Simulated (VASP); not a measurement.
All values below come from PBEsol GGA, VASP's PBE PAW potentials (set 64) (plane waves; VASP).

The input files of a VASP run:

**POSCAR**
```
Al3GaN4
1
    5.0409613691     0.0000000000    -0.0001295571
    0.0000000000     3.1286618682     0.0000000000
   -0.0034943651     0.0000000000     5.4147006579
Al Ga N
3 1 4
Direct
  0.5002010367   0.5000000000   0.1673810531
  0.0009661552   0.5000000000   0.8348574759
  0.0010420135   0.0000000000   0.3316753903
  0.4994822980   0.0000000000   0.6662371647
  0.1112570090   0.0000000000   0.6663311444
  0.1224888780   0.5000000000   0.1672280994
  0.6250343430   0.5000000000   0.8401626921
  0.6231282667   0.0000000000   0.3263269801
```

**INCAR**
```
SYSTEM = Al3GaN4
PREC = Accurate
ENCUT = 520
EDIFF = 1E-7
NELM = 100
ALGO = Normal
LREAL = .FALSE.
LASPH = .TRUE.
ISMEAR = 0
SIGMA = 0.01
GGA = PS
LMAXMIX = 4
LWAVE = .FALSE.
LCHARG = .FALSE.
LOPTICS = .TRUE.
NBANDS = 78
NEDOS = 1001
CSHIFT = 0.1
```

KPOINTS:
```
Automatic mesh
0
Gamma
6 9 5
0 0 0
```

POTCAR, in this order: Al Ga_d N (PBE.64 set). Program: vasp_std.

The run wrote:

**OSZICAR**
```
       N       E                     dE             d eps       ncg     rms          rms(c)
DAV:   1     0.293149642249E+03    0.29315E+03   -0.15734E+04 16730   0.676E+02
DAV:   2    -0.204881732634E+02   -0.31364E+03   -0.25856E+03 14066   0.249E+02
DAV:   3    -0.671096779484E+02   -0.46622E+02   -0.45606E+02 14526   0.662E+01
DAV:   4    -0.686900363311E+02   -0.15804E+01   -0.15774E+01 14584   0.118E+01
DAV:   5    -0.687198144171E+02   -0.29778E-01   -0.29772E-01 17330   0.155E+00    0.162E+01
DAV:   6    -0.601272951004E+02    0.85925E+01   -0.31552E+00 17826   0.203E+01    0.527E+00
DAV:   7    -0.601542187496E+02   -0.26924E-01   -0.18000E+00 14032   0.384E+00    0.408E+00
DAV:   8    -0.600942184307E+02    0.60000E-01   -0.15280E-01 15422   0.157E+00    0.173E+00
DAV:   9    -0.600657583018E+02    0.28460E-01   -0.18632E-02 16112   0.130E+00    0.450E-01
DAV:  10    -0.600666769076E+02   -0.91861E-03   -0.83020E-03 14074   0.263E-01    0.135E-01
DAV:  11    -0.600666805883E+02   -0.36807E-05   -0.16227E-04 18136   0.875E-02    0.312E-02
DAV:  12    -0.600666871693E+02   -0.65809E-05   -0.16850E-05 14914   0.173E-02    0.135E-02
DAV:  13    -0.600666880320E+02   -0.86276E-06   -0.15105E-06 15936   0.475E-03    0.421E-03
DAV:  14    -0.600666880210E+02    0.11005E-07   -0.20518E-07 15578   0.208E-03
   1 F= -.60066688E+02 E0= -.60066688E+02  d E =-.252361E-17
 imaginary and real dielectric function
```

File OUTCAR:
```
------------------------ aborting loop because EDIFF is reached ----------------------------------------
  FORCE on cell =-STRESS in cart. coord.  units (eV):
  Direction    XX          YY          ZZ          XY          YZ          ZX
  --------------------------------------------------------------------------------------
  Total        0.1358594      0.1355465      0.1460384      0.0000000      0.0000000      0.0023692
  in kB        2.5489056      2.5430351      2.7398776      0.0000000      0.0000000      0.0444502
  external PRESSURE =       2.6106061 kB  Pullay stress =       0.0000000 kB
  volume of cell :       85.40
      direct lattice vectors                 reciprocal lattice vectors
     5.040961369  0.000000000 -0.000129557     0.198374862  0.000000000  0.000128021
     0.000000000  3.128661868  0.000000000     0.000000000  0.319625464  0.000000000
    -0.003494365  0.000000000  5.414700658     0.000004746  0.000000000  0.184682419
 POSITION                                       TOTAL-FORCE (eV/Angst)
 -----------------------------------------------------------------------------------
      2.52091      1.56433      0.90625         0.005711      0.000000     -0.000063
      0.00195      1.56433      4.52050        -0.001948      0.000000     -0.002734
      0.00409      0.00000      1.79592         0.002801      0.000000      0.003765
      2.51554      0.00000      3.60741        -0.004218      0.000000      0.000297
      0.55851      0.00000      3.60797         0.000240      0.000000      0.002692
      0.61688      1.56433      0.90547        -0.007715      0.000000     -0.003770
      3.14784      1.56433      4.54915         0.003478      0.000000     -0.003636
      3.14003      0.00000      1.76688         0.001650      0.000000      0.003450
 -----------------------------------------------------------------------------------
    total drift:                               -0.000496     -0.000000     -0.001277
  FREE ENERGIE OF THE ION-ELECTRON SYSTEM (eV)
  ---------------------------------------------------
  free  energy   TOTEN  =       -60.0666880210 eV

  energy  without entropy=      -60.0666880210  energy(sigma->0) =      -60.06668802

 plasma frequency squared (from intraband transitions) (eV^2)
  --------------------------------------------------------------------------------------
       0.000       0.000       0.000
       0.000       0.000       0.000
       0.000       0.000       0.000

 plasma frequency squared (from interband transitions, int dw w eps(2)(w)) (eV^2)
  --------------------------------------------------------------------------------------
     438.744       0.000       0.000       0.000      -0.145      -0.010
       0.000       0.000     439.762       0.000       0.000       0.000
      -0.145       0.010       0.000       0.000     439.700       0.000
```
(Selected blocks of OUTCAR.)

OUTCAR:
```
 val. band max:        5.7943154034   @ k =   0.0000   0.0000   0.0000

 cond. band min:       9.3021170617   @ k =   0.0000   0.0000   0.0000


 Fermi energy:         5.8488542777

 k-point     1 :       0.0000    0.0000    0.0000
  band No.  band energies     occupation
      1      -9.5540      2.00000
      2      -8.1647      2.00000
      3      -8.1179      2.00000
      4      -7.1967      2.00000
      5      -7.0065      2.00000
      6      -6.9161      2.00000
      7      -6.8305      2.00000
      8      -6.1945      2.00000
      9      -5.8713      2.00000
     10      -0.5559      2.00000
     11       0.1072      2.00000
     12       1.4014      2.00000
     13       2.2354      2.00000
     14       3.5611      2.00000
     15       3.8899      2.00000
     16       4.8743      2.00000
     17       4.9087      2.00000
     18       5.0494      2.00000
     19       5.7068      2.00000
     20       5.7834      2.00000
     21       5.7943      2.00000
     22       9.3021      0.00000
     23      11.2232      0.00000
     24      11.6628      0.00000
     25      11.7782      0.00000
     26      13.3879      0.00000
     27      15.6636      0.00000
     28      16.0323      0.00000
     29      16.2829      0.00000
     30      16.7341      0.00000
     31      16.8164      0.00000
     32      17.2292      0.00000
     33      18.1809      0.00000
     34      18.4848      0.00000
     35      18.5014      0.00000
     36      18.5630      0.00000
     37      20.2163      0.00000
     38      20.3948      0.00000
     39      20.4882      0.00000
     40      20.6268      0.00000
     41      20.9624      0.00000
     42      23.1640      0.00000
     43      23.1854      0.00000
     44      23.8362      0.00000
     45      24.4311      0.00000
     46      24.9304      0.00000
     47      24.9696      0.00000
     48      27.0854      0.00000
     49      28.2111      0.00000
     50      28.5435      0.00000
     51      28.6094      0.00000
...
```

The structure comes from a computed database's Al3GaN4 entry (Pm); how it stands against other phases isn't given here. It was relaxed first.
